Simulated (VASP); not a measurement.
Calculation: optB88-vdW, VASP's PBE PAW potentials (set 64) (plane waves; VASP).

Input for VASP

POSCAR:
```
SnTe
1
    0.0000000000     3.2065051690     3.2065051690
    3.2065051690     0.0000000000     3.2065051690
    3.2065051690     3.2065051690     0.0000000000
Sn Te
1 1
Direct
  0.0000000000   0.0000000000   0.0000000000
  0.5000000000   0.5000000000   0.5000000000
```

### INCAR
```
! general
SYSTEM   = SnTe
PREC     = Accurate
ENCUT    = 520
LREAL    = .FALSE.
LASPH    = .TRUE.
ICHARG   = 11

! electronic loop
EDIFF    = 1E-7
NELM     = 100
ALGO     = Normal
LMAXMIX  = 4

! smearing
ISMEAR   = 0
SIGMA    = 0.05

! functional
GGA      = BO
LUSE_VDW = .TRUE.
AGGAC    = 0.0
PARAM1   = 0.1833333333
PARAM2   = 0.22

! output
LWAVE    = .FALSE.
LCHARG   = .FALSE.
LORBIT   = 11
```

### KPOINTS
```
k-points along high-symmetry lines
15
Line-mode
Reciprocal
  0.000000   0.000000   0.000000 ! GAMMA
  0.500000   0.000000   0.500000 ! X

  0.500000   0.000000   0.500000 ! X
  0.625000   0.250000   0.625000 ! U

  0.375000   0.375000   0.750000 ! K
  0.000000   0.000000   0.000000 ! GAMMA

  0.000000   0.000000   0.000000 ! GAMMA
  0.500000   0.500000   0.500000 ! L

  0.500000   0.500000   0.500000 ! L
  0.500000   0.250000   0.750000 ! W

  0.500000   0.250000   0.750000 ! W
  0.500000   0.000000   0.500000 ! X
```

POTCAR, in this order: Sn_d Te (PBE.64 set). Program: vasp_std. Read from the step before: CHGCAR.

The resulting files:

File OSZICAR:
```
       N       E                     dE             d eps       ncg     rms          rms(c)
DAV:   1     0.127463192528E+03    0.12746E+03   -0.98157E+03  2538   0.160E+03
DAV:   2     0.789950678510E+01   -0.11956E+03   -0.11777E+03  2634   0.366E+02
DAV:   3    -0.242306478314E+01   -0.10323E+02   -0.99804E+01  3324   0.978E+01
DAV:   4    -0.270740073756E+01   -0.28434E+00   -0.28409E+00  2934   0.173E+01
DAV:   5    -0.271898539963E+01   -0.11585E-01   -0.11584E-01  3782   0.336E+00
DAV:   6    -0.271925126095E+01   -0.26586E-03   -0.26586E-03  3204   0.393E-01
DAV:   7    -0.271925491190E+01   -0.36509E-05   -0.36512E-05  3812   0.538E-02
DAV:   8    -0.271925496206E+01   -0.50161E-07   -0.49909E-07  3018   0.578E-03
   1 F= -.27192550E+01 E0= -.27191385E+01  d E =-.233006E-03
```

File OUTCAR:
```
 val. band max:        6.1325258824   @ k =   0.5000   0.5000   0.5000

 cond. band min:       6.2622741140   @ k =   0.5000   0.5000   0.5000



 k-point     1 :       0.0000    0.0000    0.0000
  band No.  band energies     occupation
      1     -15.7076      2.00000
      2     -15.7076      2.00000
      3     -15.7012      2.00000
      4     -15.7012      2.00000
      5     -15.7012      2.00000
      6      -6.2421      2.00000
      7       1.1742      2.00000
      8       4.1990      2.00000
      9       4.1990      2.00000
     10       4.1990      2.00000
     11       9.3584      0.00000
     12       9.3584      0.00000
     13       9.3584      0.00000
     14      11.1673      0.00000

 k-point     2 :       0.0357    0.0000    0.0357
  band No.  band energies     occupation
      1     -15.7078      2.00000
      2     -15.7076      2.00000
      3     -15.7012      2.00000
      4     -15.7011      2.00000
      5     -15.7011      2.00000
      6      -6.2288      2.00000
      7       1.1059      2.00000
      8       4.1744      2.00000
      9       4.1744      2.00000
     10       4.3020      2.00000
     11       9.1278      0.00000
     12       9.3621      0.00000
     13       9.3621      0.00000
     14      11.0802      0.00000

 k-point     3 :       0.0714    0.0000    0.0714
  band No.  band energies     occupation
      1     -15.7082      2.00000
      2     -15.7075      2.00000
      3     -15.7013      2.00000
      4     -15.7008      2.00000
      5     -15.7008      2.00000
      6      -6.1893      2.00000
      7       0.9270      2.00000
      8       4.1031      2.00000
      9       4.1031      2.00000
     10       4.5798      2.00000
     11       8.5725      0.00000
     12       9.3776      0.00000
     13       9.3776      0.00000
     14      10.8623      0.00000

 k-point     4 :       0.1071    0.0000    0.1071
  band No.  band energies     occupation
      1     -15.7088      2.00000
...
```

The density is held fixed in this step, so its total energy and stress have no physical meaning. Unless said otherwise, spin-orbit coupling is left out, though it shifts the bands of the heavy elements here.

The compound is SnTe in the rock salt structure, which distorts at low temperature. It was relaxed first.
